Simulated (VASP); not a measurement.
Input for VASP

File KPOINTS:
```
Automatic mesh
0
Gamma
7 7 7
0 0 0
```

INCAR:
```
SYSTEM = HgS
PREC = Accurate
ENCUT = 520
EDIFF = 1E-6
NELM = 100
ALGO = Normal
LREAL = .FALSE.
LASPH = .TRUE.
ISMEAR = 0
SIGMA = 0.05
GGA = PE
IVDW = 13
LMAXMIX = 6
LWAVE = .FALSE.
LCHARG = .FALSE.
IBRION = 2
ISIF = 3
NSW = 60
EDIFFG = -0.01
```

**POSCAR**
```
HgS
1
    0.0000000000     2.9250000000     2.9250000000
    2.9250000000     0.0000000000     2.9250000000
    2.9250000000     2.9250000000     0.0000000000
Hg S
1 1
Direct
  0.0000000000   0.0000000000   0.0000000000
  0.2500000000   0.2500000000   0.2500000000
```

POTCAR, in this order: Hg S (PBE.64 set). Program: vasp_std.

**Question.** Write an equivalent input for Ansatz.

**Answer.** One equivalent input (not run):
Ansatz 0.2 input:
```yaml
crystal:
  lattice:
    - [0.0000000, 2.9250000, 2.9250000]
    - [2.9250000, 0.0000000, 2.9250000]
    - [2.9250000, 2.9250000, 0.0000000]
  atoms:
    - { symbol: Hg, position: [0.0000000, 0.0000000, 0.0000000] }
    - { symbol: S, position: [0.2500000, 0.2500000, 0.2500000] }
kpoints:
  mp_grid: { grid: [7, 7, 7] }
hamiltonian:
  xc: pbe
  dispersion: d4
  pseudopotentials: { kind: paw }
scf:
  occupations: { method: gaussian, width: 0.05 }
  max_iter: 100
relax:
  max_steps: 60
  f_tol: 0.01
  cell: {}
output: { forces: true, stress: true, eigenvalues: true }
```
The two are equivalent in intent, not identical: each code has its own PAW files, so the cut-off isn't converted (ENCUT is set for VASP's; basis.ecutwfc is left out, and Ansatz then takes the one that its files recommend); Ansatz stops its SCF on the density residual and VASP on the energy change (EDIFF).

The compound is HgS in the zinc blende structure, metacinnabar; cinnabar is the stable form. This run relaxes it. Symmetry was kept, so distortions that lower it aren't found.
